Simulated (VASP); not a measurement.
Crystal: ZrC.

```
CELL_PARAMETERS angstrom
0.00000 2.36500 2.36500
2.36500 0.00000 2.36500
2.36500 2.36500 0.00000
ATOMIC_POSITIONS crystal
Zr 0.50000 0.50000 0.50000
C 0.00000 0.00000 0.00000
```

```yaml
Program: VASP 6.6.1
Task: relaxation of cell and atoms
Functional: PBEsol
Potentials_or_basis: VASP PAW PBE potentials, release 64 (Zr_sv, C)
Cutoff: 520 eV
k_mesh: 16 × 16 × 16
Occupations: gaussian, width 0.1 eV
Spin: no spin polarisation
```

At the start: pressure -8.2 GPa; volume 13.23 Å³/atom.

**Question.** Where does the relaxation end?

**Answer.** Over 4 steps the energy falls by 12.8 meV/atom and the volume is 12.74 Å³/atom (-3.7 %); space group Fm-3m (No. 225, to 0.05 Å).

The path:
```
step  energy change (eV)  largest force (eV/Å)  pressure (GPa)  volume (Å³)
   1              0.0000                0.0000           -8.17        26.46
   2              0.0487                0.0000           16.44        23.96
   3             -0.0257                0.0000           -0.15        25.50
   4             -0.0257                0.0000            0.01        25.48
```

Final structure:
```
Zr C
1.0
     0.00000    2.33554    2.33554
     2.33554    0.00000    2.33554
     2.33554    2.33554    0.00000
Zr C
1 1
Direct
  0.50000 0.50000 0.50000
  0.00000 0.00000 0.00000
```

Caveat: the PAW data sets were made with another functional, which shifts forces and pressure a little.
